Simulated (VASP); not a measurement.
Level of theory: r2SCAN+rVV10, VASP's PBE PAW potentials (set 64) (plane waves; VASP 6.6.1).

Input for VASP

File KPOINTS:
```
Automatic mesh
0
Gamma
7 7 7
0 0 0
```

### INCAR
```
SYSTEM = PbF2
PREC = Accurate
ENCUT = 520
EDIFF = 1E-7
NELM = 100
ALGO = Normal
LREAL = .FALSE.
LASPH = .TRUE.
ISMEAR = -5
METAGGA = R2SCAN
LUSE_VDW = .TRUE.
BPARAM = 11.95
CPARAM = 0.0093
LMIXTAU = .TRUE.
LMAXMIX = 4
LWAVE = .FALSE.
LCHARG = .FALSE.
LORBIT = 11
NEDOS = 601
ISIF = 2
LEFG = .TRUE.
```

**KPOINTS_OPT**
```
k-points along high-symmetry lines
10
Line-mode
Reciprocal
  0.000000   0.000000   0.000000 ! GAMMA
  0.500000   0.000000   0.500000 ! X

  0.500000   0.000000   0.500000 ! X
  0.625000   0.250000   0.625000 ! U

  0.375000   0.375000   0.750000 ! K
  0.000000   0.000000   0.000000 ! GAMMA

  0.000000   0.000000   0.000000 ! GAMMA
  0.500000   0.500000   0.500000 ! L

  0.500000   0.500000   0.500000 ! L
  0.500000   0.250000   0.750000 ! W

  0.500000   0.250000   0.750000 ! W
  0.500000   0.000000   0.500000 ! X
```

POSCAR:
```
PbF2
1.0
  0.0000000000   2.9483566160   2.9483566160
  2.9483566160   0.0000000000   2.9483566160
  2.9483566160   2.9483566160   0.0000000000
Pb F
1 2
direct
  0.0000000000   1.0000000000   1.0000000000
  0.2500000000   0.2500000000   0.2500000000
  0.7500000000   0.7500000000   0.7500000000
```

POTCAR, in this order: Pb_d F (PBE.64 set). Program: vasp_std.

The run wrote:

**OSZICAR**
```
       N       E                     dE             d eps       ncg     rms          rms(c)
DAV:   1     0.250942234633E+03    0.25094E+03   -0.15417E+04   720   0.180E+03
DAV:   2    -0.513826074983E+02   -0.30232E+03   -0.29279E+03   794   0.466E+02
DAV:   3    -0.784612113634E+02   -0.27079E+02   -0.26815E+02   852   0.156E+02
DAV:   4    -0.792179884058E+02   -0.75678E+00   -0.75586E+00   806   0.269E+01
DAV:   5    -0.792400995374E+02   -0.22111E-01   -0.22109E-01   808   0.467E+00    0.683E+00
DAV:   6    -0.701089859439E+02    0.91311E+01   -0.58402E+00   922   0.383E+01    0.218E+00
DAV:   7    -0.690355884260E+02    0.10734E+01   -0.14638E+00   734   0.150E+01    0.168E+00
DAV:   8    -0.714549007511E+02   -0.24193E+01   -0.72825E-01   722   0.101E+01    0.809E-01
DAV:   9    -0.685918647338E+02    0.28630E+01   -0.84783E-01   720   0.867E+00    0.109E+00
DAV:  10    -0.692482119430E+02   -0.65635E+00   -0.50844E-01   722   0.613E+00    0.145E-01
DAV:  11    -0.692324649991E+02    0.15747E-01   -0.16583E-02   768   0.148E+00    0.236E-01
DAV:  12    -0.692203448121E+02    0.12120E-01   -0.18076E-02   720   0.116E+00    0.495E-01
DAV:  13    -0.692509859425E+02   -0.30641E-01   -0.21999E-02   720   0.166E+00    0.265E-01
DAV:  14    -0.692537242903E+02   -0.27383E-02   -0.29671E-03   720   0.552E-01    0.165E-01
DAV:  15    -0.692548492684E+02   -0.11250E-02   -0.17039E-04   720   0.147E-01    0.159E-01
DAV:  16    -0.692550264261E+02   -0.17716E-03   -0.22951E-03   748   0.395E-01    0.176E-02
DAV:  17    -0.692552499280E+02   -0.22350E-03   -0.12593E-04   736   0.128E-01    0.924E-03
DAV:  18    -0.692552376645E+02    0.12263E-04   -0.15207E-05   886   0.462E-02    0.402E-03
DAV:  19    -0.692552589039E+02   -0.21239E-04   -0.41667E-06   724   0.216E-02    0.270E-03
DAV:  20    -0.692552698090E+02   -0.10905E-04   -0.29267E-06   720   0.232E-02    0.162E-03
DAV:  21    -0.692552701735E+02   -0.36449E-06   -0.11396E-06   720   0.109E-02    0.173E-03
DAV:  22    -0.692552702961E+02   -0.12261E-06   -0.26525E-07   720   0.464E-03    0.169E-03
DAV:  23    -0.692552702910E+02    0.51464E-08   -0.54708E-08   412   0.315E-03
   1 F= -.69255270E+02 E0= -.69255270E+02  d E =0.000000E+00
       N       E                     dE             ncg
       N       E                     dE             ncg
       N       E                     dE             ncg
```

OUTCAR:
```
------------------------ aborting loop because EDIFF is reached ----------------------------------------
  FORCE on cell =-STRESS in cart. coord.  units (eV):
  Direction    XX          YY          ZZ          XY          YZ          ZX
  --------------------------------------------------------------------------------------
  Total       -0.0395143     -0.0395143     -0.0395143      0.0000000      0.0000000     -0.0000000
  in kB       -1.2350808     -1.2350808     -1.2350808      0.0000000      0.0000000     -0.0000000
  external PRESSURE =      -1.2350808 kB  Pullay stress =       0.0000000 kB
  volume of cell :       51.26
      direct lattice vectors                 reciprocal lattice vectors
     0.000000000  2.948356616  2.948356616    -0.169585998  0.169585998  0.169585998
     2.948356616  0.000000000  2.948356616     0.169585998 -0.169585998  0.169585998
     2.948356616  2.948356616  0.000000000     0.169585998  0.169585998 -0.169585998
 POSITION                                       TOTAL-FORCE (eV/Angst)
 -----------------------------------------------------------------------------------
      0.00000      0.00000      0.00000        -0.000000     -0.000000     -0.000000
      1.47418      1.47418      1.47418         0.000000      0.000000      0.000000
      4.42253      4.42253      4.42253        -0.000000     -0.000000     -0.000000
 -----------------------------------------------------------------------------------
    total drift:                                0.000000     -0.000000      0.000000
  FREE ENERGIE OF THE ION-ELECTRON SYSTEM (eV)
  ---------------------------------------------------
  free  energy   TOTEN  =       -69.2552702910 eV

  energy  without entropy=      -69.2552702910  energy(sigma->0) =      -69.25527029

 total charge

# of ion       s       p       d       tot
------------------------------------------
    1        1.551   0.268   9.861  11.680
    2        1.745   4.353   0.000   6.098
    3        1.745   4.353   0.000   6.098
--------------------------------------------------
tot          5.041   8.974   9.861  23.876

 Electric field gradients after diagonalization (V/A^2)
 (convention: |V_zz| > |V_xx| > |V_yy|)
----------------------------------------------------------------------
 ion       V_xx      V_yy      V_zz     asymmetry (V_yy - V_xx)/ V_zz
----------------------------------------------------------------------
   1       0.001     0.001    -0.002       0.000
   2      -0.001    -0.001     0.001       0.000
   3      -0.001    -0.001     0.001       0.000
```
(Selected blocks of OUTCAR.)

The compound is PbF2 in the fluorite structure, the β form. It was relaxed first.
